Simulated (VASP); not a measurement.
All values below come from LDA (Ceperley-Alder, Perdew-Zunger), VASP's LDA PAW potentials (set 64) (plane waves; VASP).

Gaps are without spin-orbit coupling.

### Question
Order these relaxed crystals by band gap, smallest first: LiC, Immm (71); P2Ru, Pnnm (58); GeF4, I-43m (217); HgO, P3_121 (152).

### Answer
P2Ru, Pnnm (58) (0.44 eV), HgO, P3_121 (152) (1.03 eV), LiC, Immm (71) (3.04 eV), GeF4, I-43m (217) (4.87 eV)
